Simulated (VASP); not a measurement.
Input:

```
CELL_PARAMETERS angstrom
      1.82439    -3.15994     0.00000
      1.82439     3.15994     0.00000
      0.00000     0.00000     6.50607
ATOMIC_POSITIONS crystal
  Hf 0.00000 0.00000 0.00000
  S  0.33333 0.66667 0.22159
  S  0.66667 0.33333 0.77841
```

Level of theory: PBE GGA, VASP's PBE PAW potentials (set 64) (plane waves; VASP). Run with 520 eV cut-off, Gaussian smearing of 0.050 eV, potentials Hf_pv S.

Without a dispersion term in the relaxation, distances and binding between the weakly bound layers, chains or molecules are unreliable, and so is what depends on them. Unless said otherwise, spin-orbit coupling is left out, though it shifts the bands of the heavy elements here.

**Question.** Predict the band gap (along the path) with the smallest direct gap where there is one.

**Answer.** 
```json
{
 "band gap (along the path)": "1.25 eV",
 "smallest direct gap (along the path)": "2.08 eV"
}
```

Only differences to runs with the same potentials and settings are physical.

The compound is HfS2 in the 1T layered structure. It was relaxed first, which changed the volume by +12 %.
